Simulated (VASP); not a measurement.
Input:

```
CELL_PARAMETERS angstrom
     -2.71140     2.71140     5.25661
      2.71140    -2.71140     5.25661
      2.71140     2.71140    -5.25661
ATOMIC_POSITIONS crystal
  Zn 0.00000 0.00000 0.00000
  Zn 0.75000 0.25000 0.50000
  Si 0.50000 0.50000 0.00000
  Si 0.25000 0.75000 0.50000
  P  0.87500 0.85692 0.48192
  P  0.14308 0.62500 0.01808
  P  0.37500 0.39308 0.51808
  P  0.60692 0.12500 0.98192
```

Method: PBE GGA, VASP's PBE PAW potentials (set 64) (plane waves; VASP). Run with 400 eV cut-off, 7×7×7 Γ-centred mesh, tetrahedra with Blöchl corrections, potentials Zn Si P.

### Question
What does the run give for the energy per atom (σ→0), band gap (on the k-mesh) with the smallest direct gap where there is one?

### Answer

```json
{
 "band gap (on the k-mesh)": "1.34 eV",
 "smallest direct gap (on the k-mesh)": "1.34 eV",
 "energy per atom (σ→0)": "-4.650 eV/atom"
}
```

Total energies compare only between runs with the same potentials, cut-off and functional.

The compound is ZnSiP2 in the chalcopyrite structure. It was relaxed first.
